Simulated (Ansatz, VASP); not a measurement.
One calculation of SrCaI2, two programs

INCAR

```
PREC = Accurate
ENCUT = 600
EDIFF = 1E-7
ISMEAR = 0
SIGMA = 0.1
LREAL = F
LASPH = T
NELM = 100
ALGO = Normal
ISIF = 3
LWAVE = F
LCHARG = F
GGA = PE
IBRION = 2
NSW = 100
EDIFFG = -0.01
```

The input KPOINTS:

```
regular mesh
0
Gamma
  12 12 6
```

The input POSCAR:

```
SrCaI2
1.0
    4.0674073833      0.0000000000      0.0000000000
    0.0000000000      4.0674073833      0.0000000000
    0.0000000000      0.0000000000      8.0915425259
Sr Ca I
1 1 2
Direct
    0.0000000000      0.0000000000      0.5000000000
    0.0000000000      0.0000000000      0.0000000000
    0.5000000000      0.5000000000      0.2469531064
    0.5000000000      0.5000000000      0.7530468936
```

Input for Ansatz:

```yaml
crystal:
  lattice:
    - [4.0674073833, 0.0, 0.0]
    - [0.0, 4.0674073833, 0.0]
    - [0.0, 0.0, 8.0915425259]
  atoms:
    - { symbol: Sr, position: [0.0, 0.0, 0.5] }
    - { symbol: Ca, position: [0.0, 0.0, 0.0] }
    - { symbol: I, position: [0.5, 0.5, 0.2469531064] }
    - { symbol: I, position: [0.5, 0.5, 0.7530468936] }
basis:
  ecutwfc: 420
kpoints:
  mp_grid: { grid: [12, 12, 6] }
hamiltonian:
  xc: pbe
scf:
  occupations: { method: gaussian, width: 0.1 }
output:
  forces: true
  stress: true
  eigenvalues: true
relax:
  adjacent_minimum: "off"
  f_tol: 0.01
  max_steps: 80
  cell: { stress_tol: 0.05 }
```

Alike in both runs: task relaxation of cell and atoms; functional PBE; k mesh 12 × 12 × 6; occupations gaussian, width 0.1 eV; no spin polarisation.

|  | VASP | Ansatz |
| --- | --- | --- |
| version | VASP 6.6.1 | Ansatz 0.2.0 |
| potentials or method | VASP PAW PBE potentials, release 64 (Sr_sv, Ca_sv, I) | scalar-relativistic, plane waves, PAW |
| plane-wave cutoff (eV) | 600 | 420 |
| valence electrons in the cell | 34 | 54 |

VASP gave:

| Item | Value |
| --- | --- |
| gap on the k mesh at the Fermi level, each at its own relaxed structure (eV) | none |
| relaxed volume (Å³/atom) | 34.15 |
| relaxed cell length with the largest relative difference (Å) | 4.096 |

What did Ansatz give for the same quantities?

gap on the k mesh at the Fermi level, each at its own relaxed structure (eV): none; relaxed volume (Å³/atom): 34.10; relaxed cell length with the largest relative difference (Å): 4.093.

A gap of «none» marks a metal or a gap that the smearing closes. The two sets of potentials don't hold the same shells in valence.

The runs have no spin-orbit coupling, so splittings on I are missing.
